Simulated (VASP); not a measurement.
Data:

```
CELL_PARAMETERS angstrom
      1.75000    -3.03109     0.00000
      1.75000     3.03109     0.00000
      0.00000     0.00000     5.55000
ATOMIC_POSITIONS crystal
  Lu 0.33333 0.66667 0.25000
  Lu 0.66667 0.33333 0.75000
```

Level of theory: revTPSS meta-GGA, VASP's PBE PAW potentials (set 64) (plane waves; VASP). Run with 520 eV cut-off, 11×11×6 Γ-centred mesh, first-order Methfessel-Paxton smearing of 0.10 eV, potentials Lu_3.

Energy and stress use the plane-wave basis of the starting cell.

Problem. The ions, cell shape and volume are relaxed. Give the cell that the relaxation ends in.

Solution. 
```
CELL_PARAMETERS angstrom
      1.73285    -3.00138     0.00000
      1.73285     3.00138     0.00000
      0.00000     0.00000     5.41170
ATOMIC_POSITIONS crystal
  Lu 0.33333 0.66667 0.25000
  Lu 0.66667 0.33333 0.75000
```
Space group P6_3/mmc (194), at a tolerance of 0.03 Å.

Problem. How do energy and volume change from the first to the last step?

Solution. The energy (σ→0) changes by -10.0 meV/atom and the volume by -4.4 %, in 4 ionic steps.

The compound is Lu in the hcp structure. This run relaxes it. Symmetry was kept, so distortions that lower it aren't found.
